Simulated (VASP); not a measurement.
Given:

```
CELL_PARAMETERS angstrom
      0.00000     3.30804     3.30804
      3.30804     0.00000     3.30804
      3.30804     3.30804     0.00000
ATOMIC_POSITIONS crystal
  K  0.00000 0.00000 0.00000
  Br 0.50000 0.50000 0.50000
```

All values below come from PBE GGA with D4 dispersion, VASP's PBE PAW potentials (set 64) (plane waves; VASP). Settings: 520 eV cut-off, Gaussian smearing of 0.050 eV, potentials K_sv Br.

Question: Give the energies of bands 6 to 11 at the high-symmetry points, in eV from the valence-band maximum.

Answer: 
| band | Γ | X | U | L | W |
|---|---|---|---|---|---|
| 6 | 0.00 | -0.81 | -0.69 | -1.16 | -0.58 |
| 7 | 0.00 | -0.28 | -0.63 | -0.33 | -0.58 |
| 8 | 0.00 | -0.28 | -0.33 | -0.33 | -0.53 |
| 9 | 4.41 | 5.87 | 6.59 | 6.58 | 7.38 |
| 10 | 7.60 | 7.17 | 8.12 | 8.21 | 7.38 |
| 11 | 7.60 | 9.36 | 8.44 | 9.74 | 8.23 |

The gap is direct, 4.41 eV, from the valence maximum at Γ to the conduction minimum at Γ.

Measured: gap 7.40 eV (computed value off by -2.99 eV), as given by Aguado et al., (1998), arXiv:cond-mat/9809176.

The compound is KBr in the rock salt structure. It was relaxed first.
